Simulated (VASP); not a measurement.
Method: r2SCAN meta-GGA, VASP's PBE PAW potentials (set 64) (plane waves; VASP).

Input for VASP

KPOINTS:
```
Automatic mesh
0
Gamma
12 12 6
0 0 0
```

### INCAR
```
SYSTEM = Er
PREC = Accurate
ENCUT = 480
EDIFF = 1E-7
NELM = 100
ALGO = Normal
LREAL = .FALSE.
LASPH = .TRUE.
ISMEAR = 1
SIGMA = 0.1
METAGGA = R2SCAN
LMIXTAU = .TRUE.
LMAXMIX = 6
LWAVE = .FALSE.
LCHARG = .FALSE.
ISIF = 3
IBRION = 2
NSW = 40
EDIFFG = -0.01
PSTRESS = 20
```

### POSCAR
```
Er
1.0
  1.7903154502  -3.1009168762   0.0000000000
  1.7903154502   3.1009168762   0.0000000000
  0.0000000000   0.0000000000   5.5369119362
Er
2
Cartesian
  1.7903154502   1.0336410260   1.3842279841
  1.7903154502  -1.0336410260   4.1526839522
```

POTCAR, in this order: Er_3 (PBE.64 set). Program: vasp_std.

Task: What will the output report for the number of irreducible k-points (NKPTS), number of bands (NBANDS), largest plane-wave count, number of space-group operations, FFT grid (NGX, NGY, NGZ)?

Result: 
```
Item                                           Value
--------------------------------------  ------------
number of irreducible k-points (NKPTS)            76
number of bands (NBANDS)                          13
largest plane-wave count                        1490
number of space-group operations                  24
FFT grid (NGX, NGY, NGZ)                28 × 28 × 40
```

The compound is Er in the hcp structure. This run relaxes it under an external pressure of 2 GPa. Symmetry was kept, so distortions that lower it aren't found. The 4f electrons are frozen in the core of the lanthanide potential, so 4f levels, which can set the real gap, and their magnetism are missing.
